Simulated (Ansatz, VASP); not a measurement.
# Hf2CF2 (Hf2CF2 MXene, 1 layer) in two plane-wave programs, part 2 of 2

Aim: how closely do two programs agree when they are given the same cell, functional and k mesh? Of the first pair: The structure shown is the start of the Ansatz relaxation below; VASP solves that cell, so the two are compared at the walk's first step.

VASP 6.6.1 and Ansatz 0.2.0.

So far: Set-up; Ansatz: relaxation, PBE; VASP: single point, PBE, start cell, pair 1.

**4. Side by side**

Known differences besides the potentials themselves: the data sets hold 70 valence electrons in Ansatz (on its default PAW (the set named soft_2) files) and 38 in VASP; the cutoff is 420 eV in Ansatz and 520 eV in VASP. Total energies have different zeros and are not compared.

Forces (eV/Å; atoms numbered as in POSCAR):

```
atom        Ansatz x, y, z          VASP x, y, z
  F1  0.000, 0.000, -3.168  0.000, 0.000, -2.986
  F2   0.000, 0.000, 3.168   0.000, 0.000, 2.986
 Hf3   0.000, 0.000, 4.634   0.000, 0.000, 4.558
 Hf4  0.000, 0.000, -4.634  0.000, 0.000, -4.558
  C5   0.000, 0.000, 0.000   0.000, 0.000, 0.000
```

The forces differ by 72 meV/Å r.m.s., which is 3.6 % of the r.m.s. force of 1.990 eV/Å (both taken over all components). With vacuum in the cell, a pressure given here is an average over mostly empty space and none of the material.

**5. Further runs**

Further runs change the set-up of one program: Ansatz's method, potentials or start, or VASP's data sets, cutoff or form of LDA. The table gives that difference for each run.

```csv
run,r.m.s. force difference (meV/Å)
as above,72
"VASP with the data sets F, Hf_sv and C",45
```

**6. Ansatz: relaxation, PBE**

This run makes the geometry at which the two programs are then compared.

The structure compared here is the end of the Ansatz relaxation.

Contents of input.yaml:

```yaml
crystal:
  lattice:
    - [3.289, 0.0, 0.0]
    - [-1.6445, 2.848357553, 0.0]
    - [0.0, 0.0, 19.5906824036]
  atoms:
    - { symbol: F, position: [0.3333333333, 0.6666666667, 0.3828350563] }
    - { symbol: Hf, position: [0.6666666667, 0.3333333333, 0.4337566836] }
    - { symbol: C, position: [0.0, 0.0, 0.5] }
    - { symbol: Hf, position: [0.3333333333, 0.6666666667, 0.5662433164] }
    - { symbol: F, position: [0.6666666667, 0.3333333333, 0.6171649437] }
kpoints:
  mp_grid: { grid: [12, 12, 1] }
hamiltonian:
  xc: pbe
scf:
  occupations: { method: fermi_dirac, width: 0.05 }
  convergence: { dr2_threshold: 1.0e-08 }
efield:
  axis: 3
  dipole_correction: true
  ramp_position: 0.97
  ramp_width: 0.04
relax:
  f_tol: 0.01
  cell: { fix: [c, alpha, beta] }
output:
  write_potential: true
  write_density: true
  volumetric_format: npy
```

Run with:

```sh
$ ansatz run input.yaml --threads 4 --pin off --max-ram 8192MiB --backend cpu --events-out ev --progress --plain --runs-dir out
```

Numbers of over 12 decimals in the logs are rounded to 6 here.

Output:

```text
[...]
Crystal: 5 atoms, lattice volume = 183.530 Å³
Basis set: ecut = 420 eV, 3665 PW (Γ), exchange–correlation on 48×48×270 points (8 copies of the dense FFT grid, shifted against one another)
[...]
- [3.275547, 0.0, 0]
    - [-1.637774, 2.836707, 0]
    - [0, 0, 19.5906824036]
  atoms:
    - { symbol: F, position: [0.333333, 0.666667, 0.369774] }
    - { symbol: Hf, position: [0.666667, 0.333333, 0.438759] }
    - { symbol: C, position: [0, 0, 0.500000] }
    - { symbol: Hf, position: [0.333333, 0.666667, 0.561241] }
    - { symbol: F, position: [0.666667, 0.333333, 0.630226] }
[key lines of the parts left out:]
SCF converged after 4 iterations
Free energy (F): -33315.660784 eV
Fermi energy:    3.778148 eV
Dipole field:    D = 0.000001 V/Å  (p = 0.000001 e·Å, saw-weighted, corrected)
Work function:   Φ+ = 3.7264 eV   Φ− = 3.7264 eV
P = ⅓ Tr σ = -0.0047 GPa (-0.047 kbar)
```

**7. VASP: single point, PBE, relaxed cell, pair 2**

The same cell, functional, mesh and smearing now go to VASP, with its own data sets.

Contents of INCAR:

```
SYSTEM = Hf2CF2
PREC = Accurate
ENCUT = 600
EDIFF = 1E-06
NELM = 120
ISMEAR = -1
SIGMA = 0.05
LREAL = .FALSE.
ALGO = Normal
GGA = PE
NBANDS = 25
LASPH = .TRUE.
LORBIT = 11
LWAVE = .FALSE.
LCHARG = .FALSE.
ISIF = 2
LDIPOL = .TRUE.
IDIPOL = 3
DIPOL = 0.5 0.5 0.5
LVHAR = .TRUE.
GGA_COMPAT = .FALSE.
NELMDL = -8
KPAR = 2
```

Contents of POSCAR:

```
Hf2CF2
1.0
    3.2755473367      0.0000000000      0.0000000000
   -1.6377736683      2.8367072049      0.0000000000
    0.0000000000      0.0000000000     19.5906824036
F Hf C
2 2 1
Direct
    0.3333333333      0.6666666667      0.3697738405
    0.6666666667      0.3333333333      0.6302261595
    0.6666666667      0.3333333333      0.4387585657
    0.3333333333      0.6666666667      0.5612414343
    0.0000000000      0.0000000000      0.5000000000
```

Contents of KPOINTS:

```
Automatic mesh
0
Gamma
12 12 1
0 0 0
```

PAW data sets: F, Hf_pv and C (PBE family, release 64).

Run with:

```sh
$ mpirun -np 2 vasp_std
```

Output:

```text
[... set-up lines as in an earlier step ...]
 entering main loop
       N       E                     dE             d eps       ncg     rms          rms(c)
DAV:   1     0.286181260488E+03    0.28618E+03   -0.21632E+04  1094   0.145E+03
DAV:   2    -0.247833125840E+02   -0.31096E+03   -0.30620E+03  1192   0.342E+02
DAV:   3    -0.503797139099E+02   -0.25596E+02   -0.25464E+02  1203   0.901E+01
DAV:   4    -0.508314006359E+02   -0.45169E+00   -0.45070E+00  1276   0.134E+01
[...]
DAV:  24    -0.437518303535E+02   -0.39231E-05   -0.85517E-08   955   0.130E-03    0.203E-03
DAV:  25    -0.437518325886E+02   -0.22352E-05   -0.10354E-07   846   0.105E-03    0.860E-04
DAV:  26    -0.437518327703E+02   -0.18164E-06   -0.14186E-08   885   0.396E-04
   1 F= -.43751833E+02 E0= -.43745973E+02  d E =-.117196E-01
```

Parts of OUTCAR (step 7):

```text
  Total       -0.7210994     -0.7210994     -0.7646649     -0.0000000     -0.0000000      0.0000000
  in kB       -6.3468429     -6.3468429     -6.7302897     -0.0000000     -0.0000000      0.0000000
  external PRESSURE =      -6.4746585 kB  Pullay stress =       0.0000000 kB

 POSITION                                       TOTAL-FORCE (eV/Angst)
 -----------------------------------------------------------------------------------
     -0.00000      1.89114      7.24412         0.000000     -0.000000      0.125260
      1.63777      0.94557     12.34656        -0.000000      0.000000     -0.125260
      1.63777      0.94557      8.59558        -0.000000      0.000000      0.000330
     -0.00000      1.89114     10.99510         0.000000     -0.000000     -0.000330
      0.00000      0.00000      9.79534         0.000000      0.000000     -0.000000
 -----------------------------------------------------------------------------------
    total drift:                                0.000000      0.000000     -0.000000

  FREE ENERGIE OF THE ION-ELECTRON SYSTEM (eV)
  ---------------------------------------------------
  free  energy   TOTEN  =       -43.7518327703 eV

  energy  without entropy=      -43.7401131747  energy(sigma->0) =      -43.74597297

[... 1 part as in an earlier step ...]

[... 2 further parts left out ...]
[key lines of the parts left out:]
E-fermi :  -0.3166
```

**8. Differences**

What differs besides the data sets and the points named for the pairs above, as far as they apply: the data sets hold 70 valence electrons in Ansatz (on its default PAW (the set named soft_2) files) and 38 in VASP; the cutoff is 420 eV in Ansatz and 600 eV in VASP; Ansatz's pressure holds a Pulay correction, VASP's none. Total energies have different zeros and are not compared.

Both answers:

```csv
quantity,Ansatz,VASP,difference
pressure (GPa),0.00,-0.65,+0.64
"work function, lower of the two faces (eV)",3.73,3.75,-0.02
"work function, higher of the two faces (eV)",3.73,3.75,-0.02
```

Forces (eV/Å; atoms numbered as in POSCAR):

```csv
atom,"Ansatz x, y, z","VASP x, y, z"
F1,"0.000, 0.000, -0.001","0.000, 0.000, 0.125"
F2,"0.000, 0.000, 0.001","0.000, 0.000, -0.125"
Hf3,"0.000, 0.000, -0.003","0.000, 0.000, 0.000"
Hf4,"0.000, 0.000, 0.003","0.000, 0.000, 0.000"
C5,"0.000, 0.000, 0.000","0.000, 0.000, 0.000"
```

The forces differ by 46 meV/Å r.m.s., where the r.m.s. force is 0.001 eV/Å in Ansatz and 0.046 eV/Å in VASP: the atoms lie near their places of rest in Ansatz, so a percentage would say little (all taken over all components). With vacuum in the cell, a pressure given here is an average over mostly empty space and none of the material.

**9. Results**

```yaml
r_m_s_force_difference_single_point_pbe_start_cell_pair_1: 3.6 % of the r.m.s. force
r_m_s_force_difference_single_point_pbe_relaxed_cell_pair_2: 46 meV/Å
difference_in_pressure_single_point_pbe_relaxed_cell_pair_2: 0.64 GPa
```

What this shows: The r.m.s. force difference is 46 meV/Å (single point, PBE, relaxed cell, pair 2), beyond the 12 meV/Å picked in this series as the mark of a large difference. The data sets hold unlike numbers of valence electrons (70 in Ansatz and 38 in VASP), so part of the differences comes from the potentials. Single point, PBE, start cell, pair 1, VASP with the data sets F, Hf_sv and C: r.m.s. force difference goes from 72 to 45 meV/Å. What causes the difference of the single point, PBE, relaxed cell, pair 2 pair stays open here. How closely two codes agree says nothing of how well the functional describes the real material.

[Lines on the potential files, build, host, timing and source positions are cut from VASP's logs without a mark.]

[Logs are printed without paths, hosts, clocks, repeated set-up lines and the standing remarks that a program may print on its own settings, such as how far it seeks lower states.]

[Hosts, paths, dates, database ids (printed as entryN), source tags and the programs' standing remarks are cut or masked in the printed files.]
